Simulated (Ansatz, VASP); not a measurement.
# W (W wire along [110], 33 atoms a period): VASP beside Ansatz, part 2 of 2

One calculation is typed for both programs; each brings its own data sets. How far apart do they land? Of the first pair: The structure shown is the start of the Ansatz relaxation below; VASP solves that cell, so the two are compared at the walk's first step.

VASP 6.6.1 and Ansatz 0.2.0.

So far. Step 4 (Comparison): The forces differ by 89 meV/Å r.m.s., which is 8.4 % of the r.m.s. force of 1.061 eV/Å (both taken over all components).

## 5. Ansatz: relaxation, PBE

Level of this step: Ansatz beside VASP: Kohn-Sham DFT, plane waves, PBE (Ansatz).

This run makes the geometry at which the two programs are then compared. The cell compared in this pair holds 1348.22 Å³, against 1376.84 Å³ for the pair before.

The structure compared here is the end of the Ansatz relaxation.

Input file input.yaml:

```yaml
crystal:
  lattice:
    - [19.48, 0.0, 0.0]
    - [0.0, 15.766, 0.0]
    - [0.0, 0.0, 4.4830569927]
  atoms:
    - { symbol: W, position: [0.174537988, 0.500003615, 0.0] }
    - { symbol: W, position: [0.255903491, 0.642178453, 0.0] }
    - { symbol: W, position: [0.337268994, 0.500003615, 0.0] }
    - { symbol: W, position: [0.337268994, 0.784353291, 0.0] }
    - { symbol: W, position: [0.418634497, 0.642178453, 0.0] }
    - { symbol: W, position: [0.5, 0.500003615, 0.0] }
    - { symbol: W, position: [0.5, 0.784353291, 0.0] }
    - { symbol: W, position: [0.581365503, 0.642178453, 0.0] }
    - { symbol: W, position: [0.662731006, 0.500003615, 0.0] }
    - { symbol: W, position: [0.662731006, 0.784353291, 0.0] }
    - { symbol: W, position: [0.744096509, 0.642178453, 0.0] }
    - { symbol: W, position: [0.825462012, 0.500003615, 0.0] }
    - { symbol: W, position: [0.255903491, 0.500003615, 0.5] }
    - { symbol: W, position: [0.337268994, 0.357828777, 0.5] }
    - { symbol: W, position: [0.337268994, 0.642178453, 0.5] }
    - { symbol: W, position: [0.418634497, 0.215653939, 0.5] }
    - { symbol: W, position: [0.418634497, 0.500003615, 0.5] }
    - { symbol: W, position: [0.418634497, 0.784353291, 0.5] }
    - { symbol: W, position: [0.5, 0.357828777, 0.5] }
    - { symbol: W, position: [0.5, 0.642178453, 0.5] }
    - { symbol: W, position: [0.581365503, 0.215653939, 0.5] }
    - { symbol: W, position: [0.581365503, 0.500003615, 0.5] }
    - { symbol: W, position: [0.581365503, 0.784353291, 0.5] }
    - { symbol: W, position: [0.662731006, 0.357828777, 0.5] }
    - { symbol: W, position: [0.662731006, 0.642178453, 0.5] }
    - { symbol: W, position: [0.744096509, 0.500003615, 0.5] }
    - { symbol: W, position: [0.255903491, 0.357828777, 0.0] }
    - { symbol: W, position: [0.337268994, 0.215653939, 0.0] }
    - { symbol: W, position: [0.418634497, 0.357828777, 0.0] }
    - { symbol: W, position: [0.5, 0.215653939, 0.0] }
    - { symbol: W, position: [0.581365503, 0.357828777, 0.0] }
    - { symbol: W, position: [0.662731006, 0.215653939, 0.0] }
    - { symbol: W, position: [0.744096509, 0.357828777, 0.0] }
kpoints:
  mp_grid: { grid: [1, 1, 18] }
scf:
  occupations: { method: fermi_dirac, width: 0.05 }
hamiltonian:
  xc: pbe
  pseudopotentials: { kind: paw, azcp: { folder: soft_1 } }
relax:
  cell: { fix: [a, b, alpha, beta, gamma] }
  max_steps: 45
  f_tol: 0.03
```

The run is started by

```console
$ ansatz run input.yaml --threads 4 --pin off --max-ram 16384MiB --backend cpu --events-out ev --progress --plain --runs-dir out
```

Numbers of over 12 decimals in the logs are rounded to 6 here.

What it wrote:

```text
[...]
Crystal: 33 atoms, lattice volume = 1376.844 Å³
Basis set: ecut = 420 eV, 27055 PW (Γ), exchange–correlation on 270×216×60 points (8 copies of the dense FFT grid, shifted against one another)
Bands: 278, of which v1, the nominal top of the filled ones, is band 231 counted from 1 (230 counted from 0)
Symmetry: 8 space group operations
[...]
k-points: 10 of 18
[...]
- { symbol: W, position: [0.5, 0.782098, -4.402829661828834e-19] }
    - { symbol: W, position: [0.580891, 0.644005, 3.5650305365346646e-19] }
[...]
- { symbol: W, position: [0.5, 0.217909, 4.4028296618288355e-19] }
    - { symbol: W, position: [0.580891, 0.356003, -3.56503053653467e-19] }
    - { symbol: W, position: [0.657572, 0.227697, 2.3510089793541784e-18] }
    - { symbol: W, position: [0.742149, 0.368404, 2.0644384979852027e-18] }
[key lines of the parts left out:]
SCF converged after 6 iterations
Free energy (F): -342696.505552 eV
Fermi energy:    6.344344 eV
P = ⅓ Tr σ = -0.0157 GPa (-0.157 kbar)
```

## 6. VASP: single point, PBE, relaxed cell, pair 2

The same cell, functional, mesh and smearing now go to VASP, with its own data sets.

Input file INCAR:

```
SYSTEM = W
PREC = Accurate
ENCUT = 600
EDIFF = 1E-06
NELM = 120
ISMEAR = -1
SIGMA = 0.05
LREAL = Auto
ALGO = Normal
GGA = PE
NBANDS = 124
LASPH = .TRUE.
LORBIT = 11
LWAVE = .FALSE.
LCHARG = .FALSE.
ISIF = 2
GGA_COMPAT = .FALSE.
KPAR = 4
```

Input file POSCAR:

```
W
1.0
   19.4800000000      0.0000000000      0.0000000000
    0.0000000000     15.7660000000      0.0000000000
    0.0000000000      0.0000000000      4.3898655150
W
33
Direct
    0.1796101143      0.5000036150      0.0000000000
    0.2578513211      0.6316035972      0.0000000000
    0.3352481461      0.5000036150      0.0000000000
    0.3424279733      0.7723105099      0.0000000000
    0.4191093340      0.6440046001      0.0000000000
    0.5000000000      0.5000036150      0.0000000000
    0.5000000000      0.7820979906      0.0000000000
    0.5808906660      0.6440046001      0.0000000000
    0.6647518539      0.5000036150      0.0000000000
    0.6575720267      0.7723105099      0.0000000000
    0.7421486789      0.6316035972      0.0000000000
    0.8203898857      0.5000036150      0.0000000000
    0.2498538063      0.5000036150      0.5000000000
    0.3347260256      0.3569041760      0.5000000000
    0.3347260256      0.6431030540      0.5000000000
    0.4199754622      0.2196079346      0.5000000000
    0.4174328445      0.5000036150      0.5000000000
    0.4199754622      0.7803992954      0.5000000000
    0.5000000000      0.3558911488      0.5000000000
    0.5000000000      0.6441160812      0.5000000000
    0.5800245378      0.2196079346      0.5000000000
    0.5825671555      0.5000036150      0.5000000000
    0.5800245378      0.7803992954      0.5000000000
    0.6652739744      0.3569041760      0.5000000000
    0.6652739744      0.6431030540      0.5000000000
    0.7501461937      0.5000036150      0.5000000000
    0.2578513211      0.3684036328      0.0000000000
    0.3424279733      0.2276967201      0.0000000000
    0.4191093340      0.3560026299      0.0000000000
    0.5000000000      0.2179092394      0.0000000000
    0.5808906660      0.3560026299      0.0000000000
    0.6575720267      0.2276967201      0.0000000000
    0.7421486789      0.3684036328      0.0000000000
```

Input file KPOINTS:

```
Automatic mesh
0
Gamma
1 1 18
0 0 0
```

Potentials, in the order of the species: W (PBE family, release 64).

The run is started by

```console
$ mpirun -np 4 vasp_std
```

What it wrote:

```text
[... set-up lines as in an earlier step ...]
 entering main loop
       N       E                     dE             d eps       ncg     rms          rms(c)
DAV:   1     0.107535974113E+04    0.10754E+04   -0.79557E+04  2480   0.143E+03
DAV:   2    -0.237663244643E+03   -0.13130E+04   -0.12278E+04  3320   0.287E+02
DAV:   3    -0.407682241562E+03   -0.17002E+03   -0.16293E+03  3400   0.940E+01
DAV:   4    -0.420624342871E+03   -0.12942E+02   -0.12613E+02  3808   0.225E+01
[...]
DAV:  31    -0.390877975159E+03   -0.13606E-05   -0.14429E-07  1600   0.887E-04    0.176E-03
DAV:  32    -0.390877977142E+03   -0.19831E-05   -0.18489E-07  1696   0.955E-04    0.163E-03
DAV:  33    -0.390877977882E+03   -0.73971E-06   -0.96233E-08  1624   0.713E-04
   1 F= -.39087798E+03 E0= -.39074418E+03  d E =-.267599E+00
```

OUTCAR, selected parts (step 6):

```text
  Total      -10.9506770    -11.4036962    -11.5668084      0.0000000     -0.0000000      0.0000000
  in kB      -13.0133725    -13.5517235    -13.7455599      0.0000000     -0.0000000      0.0000000
  external PRESSURE =     -13.4368853 kB  Pullay stress =       0.0000000 kB

 POSITION                                       TOTAL-FORCE (eV/Angst)
 -----------------------------------------------------------------------------------
      3.49881      7.88306      0.00000         0.415215      0.000000      0.000000
      5.02294      9.95786      0.00000         0.212066     -0.265309     -0.000000
      6.53063      7.88306      0.00000        -0.175974      0.000000     -0.000000
      6.67050     12.17625      0.00000         0.273193     -0.312661     -0.000000
      8.16425     10.15338      0.00000        -0.076556      0.234019      0.000000
      9.74000      7.88306      0.00000        -0.000000      0.000000      0.000000
      9.74000     12.33056      0.00000        -0.000000     -0.193823      0.000000
     11.31575     10.15338      0.00000         0.076556      0.234019      0.000000
     12.94937      7.88306      0.00000         0.175974      0.000000      0.000000
     12.80950     12.17625      0.00000        -0.273193     -0.312661      0.000000
     14.45706      9.95786      0.00000        -0.212066     -0.265309      0.000000
     15.98119      7.88306      0.00000        -0.415215      0.000000     -0.000000
      4.86715      7.88306      2.19493        -0.021587      0.000000      0.000000
      6.52046      5.62695      2.19493         0.010817      0.057742     -0.000000
[...]
-----------------------------------------------------------------------------------
    total drift:                               -0.000000     -0.215746      0.000000

  FREE ENERGIE OF THE ION-ELECTRON SYSTEM (eV)
  ---------------------------------------------------
  free  energy   TOTEN  =      -390.8779778820 eV

  energy  without entropy=     -390.6103790496  energy(sigma->0) =     -390.74417847

[... 1 part as in an earlier step ...]

[... 2 further parts left out ...]
[key lines of the parts left out:]
E-fermi :   0.6650
```

## 7. Comparison

What differs besides the data sets and the points named for the pairs above, as far as they apply: the data sets hold 462 valence electrons in Ansatz (on its PAW soft_1 files) and 198 in VASP; the cutoff is 420 eV in Ansatz and 600 eV in VASP (PREC = Accurate, projectors in real space); Ansatz's pressure holds a Pulay correction, VASP's none. Total energies have different zeros and are not compared.

Both answers:

```
      quantity  Ansatz   VASP  difference
pressure (GPa)   -0.02  -1.34       +1.33
```

Forces on 7 of the 33 atoms, those with the largest forces and the largest differences (eV/Å; atoms numbered as in POSCAR):

```
atom         Ansatz x, y, z           VASP x, y, z
  W1    0.003, 0.000, 0.000    0.415, 0.000, 0.000
  W2   -0.002, 0.004, 0.000   0.212, -0.265, 0.000
  W4  -0.001, -0.003, 0.000   0.273, -0.313, 0.000
 W10   0.001, -0.003, 0.000  -0.273, -0.313, 0.000
 W12   -0.003, 0.000, 0.000   -0.415, 0.000, 0.000
 W28   -0.001, 0.003, 0.000    0.273, 0.313, 0.000
 W32    0.001, 0.003, 0.000   -0.273, 0.313, 0.000
```

The forces differ by 145 meV/Å r.m.s., where the r.m.s. force is 0.003 eV/Å in Ansatz and 0.145 eV/Å in VASP: the atoms lie near their places of rest in Ansatz, so a percentage would say little (all taken over all components).

## 8. Outcome

* r.m.s. force difference (single point, PBE, start cell, pair 1): 8.4 % of the r.m.s. force
* r.m.s. force difference (single point, PBE, relaxed cell, pair 2): 145 meV/Å
* difference in pressure (single point, PBE, relaxed cell, pair 2): 1.3 GPa

In words: The r.m.s. force difference is 145 meV/Å (single point, PBE, relaxed cell, pair 2), beyond the 12 meV/Å picked in this series as the mark of a large difference. The data sets hold unlike numbers of valence electrons (462 in Ansatz and 198 in VASP), so part of the differences comes from the potentials. What causes the difference of the single point, PBE, start cell, pair 1 pair stays open here. By the marks of this series, far apart in the single point, PBE, relaxed cell, pair 2 pair: the r.m.s. force difference, 145 meV/Å and the difference in pressure, 1.3 GPa. What causes the difference of the single point, PBE, relaxed cell, pair 2 pair stays open here. How closely two codes agree says nothing of how well the functional describes the real material.

[Lines on the potential files, build, host, timing and source positions are cut from VASP's logs without a mark.]

[Logs are printed without paths, hosts, clocks, repeated set-up lines and the standing remarks that a program may print on its own settings, such as how far it seeks lower states.]

[Hosts, paths, dates, database ids (printed as entryN), source tags and the programs' standing remarks are cut or masked in the printed files.]
